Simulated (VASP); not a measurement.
# WCl: single point with r2SCAN

WCl:

```xyz
2
Lattice="3.5828 0.0000 0.0000 -1.7914 3.1028 0.0000 0.0000 0.0000 3.5062" Properties=species:S:1:pos:R:3 pbc="T T T"
W     0.0000    0.0000    0.0000
Cl    1.7914    1.0343    1.7531
```

The cell was built by a generator and needn't be a form met in nature.

| Quantity | Value |
| --- | --- |
| Program | VASP 6.6.1 |
| Task | single point |
| Functional | r2SCAN |
| Potentials or basis | VASP PAW PBE potentials, release 64 (W_sv, Cl) |
| Cutoff | 520 eV |
| k mesh | 11 × 11 × 10 |
| Occupations | fermi-dirac, width 0.1 eV |
| Spin | no spin polarisation |
| Dipole correction | no |
| Further INCAR settings | ALGO = Normal; EDIFF = 1e-06; NBANDS = 18 |

* Pressure: -18.3 GPa
* Band gap on the k mesh: none (metal or under the smearing width)

Stress tensor (GPa, compression positive):
```
-21.58   0.00   0.00
  0.00 -21.58   0.00
  0.00   0.00 -11.86
```

Levels at points of the mesh, in eV from the Fermi level:
| k point | band 9 | band 10 | band 11 | band 12 | band 13 | band 14 |
| --- | --- | --- | --- | --- | --- | --- |
| (0.00, 0.00, 0.00) | -3.65 | -1.80 | 0.19 | 0.19 | 0.24 | 0.24 |
| (0.00, 0.00, 0.50) | -1.46 | -1.46 | -0.27 | -0.03 | -0.03 | 3.04 |

It took 100 s on 1 thread of Intel(R) Xeon(R) 6975P-C (Granite Rapids) (shared host), peak memory 0.21 GiB.

Caveat: so large a pressure means that the cell lies far from this level's equilibrium, or that cutoff or potentials fall short; the potentials were made for another functional, which shifts forces and pressure; an odd number of electrons without spin polarisation forces a metal; a magnetic or distorted state may lie lower. Spin-orbit coupling is left out, which matters for the levels of W.
